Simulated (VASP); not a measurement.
An input for Ansatz (written as the equivalent of a VASP run, and not itself run):

Ansatz 0.2 input:
```yaml
crystal:
  lattice:
    - [0.0000000, 3.1467831, 3.1467831]
    - [3.1467831, 0.0000000, 3.1467831]
    - [3.1467831, 3.1467831, 0.0000000]
  atoms:
    - { symbol: Cd, position: [0.0000000, 0.0000000, 0.0000000] }
    - { symbol: Te, position: [0.2500000, 0.2500000, 0.2500000] }
kpoints:
  mp_grid: { grid: [7, 7, 7] }
hamiltonian:
  xc: pbesol
  pseudopotentials: { kind: paw }
scf:
  occupations: { method: gaussian, width: 0.05 }
  max_iter: 100
relax:
  max_steps: 40
  f_tol: 0.02
  cell: { p_target: 10 }
output: { forces: true, stress: true, eigenvalues: true }
```

Write the VASP files for the same calculation (PBEsol).

Several could match; the one computed here: 
### INCAR
```
EDIFFG=-0.02   ! ionic stop
ENCUT=500
PSTRESS=100   ! kbar
LASPH=T
ISIF=3   ! ions, shape and volume
LREAL=F   ! projection in real space or not
NSW=40   ! most ionic steps
LWAVE=F
ALGO=Normal
ISMEAR=0   ! Gaussian
EDIFF=1E-6   ! SCF stop (eV)
NELM=100   ! most electronic steps
LMAXMIX=4
SYSTEM=CdTe
GGA=PS
LCHARG=F
IBRION=2
PREC=Accurate
SIGMA=0.05   ! width (eV)
```

### KPOINTS
```
K-points
0
G
7 7 7
```

### POSCAR
```
CdTe
1.0
  0.0000000000   3.1467831400   3.1467831400
  3.1467831400   0.0000000000   3.1467831400
  3.1467831400   3.1467831400   0.0000000000
Cd Te
1 1
direct
  0.0000000000   0.0000000000   0.0000000000
  0.2500000000   0.2500000000   0.2500000000
```

POTCAR, in this order: Cd Te (PBE.64 set). Program: vasp_std.

Limits of the translation: each code has its own PAW files, so the cut-off isn't converted (ENCUT is set for VASP's; basis.ecutwfc is left out, and Ansatz then takes the one that its files recommend); Ansatz stops its SCF on the density residual and VASP on the energy change (EDIFF).

The compound is CdTe in the zinc blende structure. This run relaxes it under an external pressure of 10 GPa. Symmetry was kept, so distortions that lower it aren't found.
